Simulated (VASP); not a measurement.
MnRuN2:

```xyz
4
Lattice="3.1038 0.0000 0.0000 -1.5519 2.6880 0.0000 0.0000 0.0000 6.4887" Properties=species:S:1:pos:R:3 pbc="T T T"
Mn    0.0000    0.0000    0.0000
Ru    0.0000    1.7920    3.2444
N     0.0000    1.7920    5.5249
N     0.0000    1.7920    0.9639
```

The cell was built by a generator and needn't be a form met in nature.

```yaml
Program: VASP 6.6.1
Task: relaxation of cell and atoms
Functional: PBE
Potentials_or_basis: VASP PAW PBE potentials, release 64 (Mn_pv, Ru_pv, N)
Cutoff: 520 eV
k_mesh: 6 × 6 × 3
Occupations: gaussian, width 0.15 eV
Spin: collinear spin, ferromagnetic start
Starting_moments: "[4.0, 1.0, 0.0, 0.0] μB"
```

At the start: pressure -27.4 GPa; volume 13.53 Å³/atom.

**Question.** Where does the relaxation end?

**Answer.** Over 10 steps the energy falls by 794.2 meV/atom and the volume is 9.58 Å³/atom (-29.2 %); space group P-6m2 (No. 187, to 0.05 Å); moment 0.07 μB per cell.

The path:
| step | energy change (eV) | largest force (eV/Å) | pressure (GPa) | volume (Å³) |
| --- | --- | --- | --- | --- |
| 1 | 0.0000 | 1.9119 | -27.37 | 54.14 |
| 2 | -1.7490 | 4.7333 | 27.43 | 37.97 |
| 3 | -1.8866 | 4.5264 | 9.57 | 40.31 |
| 4 | -2.1702 | 3.9152 | 45.98 | 35.67 |
| 5 | -2.5758 | 0.4615 | 21.43 | 37.44 |
| 6 | -2.7728 | 2.1360 | -14.71 | 40.47 |
| 7 | -3.0716 | 1.1395 | -3.42 | 39.18 |
| 8 | -3.0719 | 1.1011 | -2.37 | 39.15 |
| 9 | -3.1617 | 0.3678 | -1.78 | 38.63 |
| 10 | -3.1769 | 0.0282 | 0.30 | 38.34 |

Final structure:
```
Mn Ru N
1.0
     2.63571    0.00000    0.00000
    -1.31785    2.28259    0.00000
     0.00000    0.00000    6.37196
Mn Ru N
1 1 2
Direct
  0.00000 0.00000 0.00000
  0.33333 0.66667 0.50000
  0.33333 0.66667 0.81388
  0.33333 0.66667 0.18612
```

Caveat: the k mesh is coarse (spacing up to 0.39 Å⁻¹), so the values aren't converged; the volume moved by over 15 % at a fixed basis, so the end points are rough; the moment fell far below its start of 4 μB, so a state of higher moment may lie lower in energy; the relaxation stopped at a loose force limit of 0.08 eV/Å, so its end isn't a converged minimum.
